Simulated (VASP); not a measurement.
Input of a VASP 6.6.1 run:

Contents of INCAR:

```
  PREC = Accurate
  ENCUT = 520
  EDIFF = 1E-8
  ISMEAR = -1
  SIGMA = 0.15
  LREAL = F
  LASPH = T
  NELM = 100
  ALGO = Normal
  ISIF = 2
  LWAVE = F
  LCHARG = F
  IBRION = 8
  NSW = 1
```

KPOINTS

```
Automatic mesh
0
Gamma
  16 16 16
```

File POSCAR:

```
ZrC
1.0
    0.0000000000      2.3209061361      2.3209061361
    2.3209061361      0.0000000000      2.3209061361
    2.3209061361      2.3209061361      0.0000000000
Zr C
1 1
Direct
    0.5000000000      0.5000000000      0.5000000000
    0.0000000000      0.0000000000      0.0000000000
```

Potentials or basis: VASP PAW LDA potentials, release 64 (Zr_sv, C).

Run with:

```sh
$ cat potpaw_LDA.64/Zr_sv/POTCAR potpaw_LDA.64/C/POTCAR > POTCAR
$ mpirun -np 1 vasp_std > vasp.out
```

Problem. Estimate the highest phonon frequency at Γ, LO-TO splitting left out.

Solution. 453 cm⁻¹.

Phonon frequencies in cm⁻¹ (negative: imaginary):
```
              q point        frequencies
(0.000, 0.000, 0.000)  0 0 0 453 453 453
```
